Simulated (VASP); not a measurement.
An input for Ansatz (written as the equivalent of a VASP run, and not itself run):

Ansatz 0.2 input:
```yaml
crystal:
  lattice:
    - [2.8233482, 0.0000000, 0.0000000]
    - [0.0000000, 2.8233482, 0.0000000]
    - [0.0000000, 0.0000000, 4.0598173]
  atoms:
    - { symbol: Ti, position: [0.0000000, 0.0000000, 0.0000000] }
    - { symbol: Al, position: [0.5000000, 0.5000000, 0.5000000] }
kpoints:
  mp_grid: { grid: [12, 12, 8] }
hamiltonian:
  xc: pbe
  pseudopotentials: { kind: paw }
scf:
  occupations: { method: methfessel_paxton, width: 0.1 }
  max_iter: 100
output: { forces: true, stress: true, eigenvalues: true }
```

Translate this input to VASP (INCAR, KPOINTS, POSCAR, choice of POTCAR).

This is not unique; one that fits is 
**INCAR**
```
# general
SYSTEM =TiAl
PREC   =Accurate
ENCUT  =480
LREAL  =F
LASPH  =T

# electronic loop
EDIFF  =1E-7
NELM   =100
ALGO   =Normal
LMAXMIX=4

# smearing
ISMEAR =1
SIGMA  =0.1

# functional
GGA    =PE

# ions
ISIF   =2

# output
LWAVE  =F
LCHARG =F
```

POSCAR:
```
TiAl
1
    2.8233481746     0.0000000000     0.0000000000
    0.0000000000     2.8233481746     0.0000000000
    0.0000000000    -0.0000000000     4.0598172649
Ti Al
1 1
Direct
  0.0000000000   0.0000000000   0.0000000000
  0.5000000000   0.5000000000   0.5000000000
```

**KPOINTS**
```
Automatic mesh
0
Gamma
12 12 8
0 0 0
```

POTCAR, in this order: Ti_sv Al (PBE.64 set). Program: vasp_std.

What does not carry over: each code has its own PAW files, so the cut-off isn't converted (ENCUT is set for VASP's; basis.ecutwfc is left out, and Ansatz then takes the one that its files recommend); Ansatz stops its SCF on the density residual and VASP on the energy change (EDIFF).

The compound is TiAl in the L1_0 structure. It was relaxed first.
